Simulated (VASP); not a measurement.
Consider the following.

```yaml
crystal:
  lattice:
    - [2.97286, 0.00000, 0.00000]
    - [0.00000, 2.97286, 0.00000]
    - [0.00000, 0.00000, 2.97286]
  atoms:
    - { symbol: Al, position: [0.50000, 0.50000, 0.50000] }
    - { symbol: Ru, position: [0.00000, 0.00000, 0.00000] }
```

Method: PBE GGA with D3 dispersion (zero damping), VASP's PBE PAW potentials (set 64) (plane waves; VASP). Run with 520 eV cut-off, Gaussian smearing of 0.050 eV, potentials Al Ru_pv.

What does the run give for the band gap (along the path) with the smallest direct gap where there is one?

band gap (along the path): none (metal, semimetal or under 0.01 eV)

Total energies compare only between runs with the same potentials, cut-off and functional.

The compound is RuAl in the CsCl type structure. It was relaxed first. The electron count is odd and the run is not spin-polarised, which forces a metal.
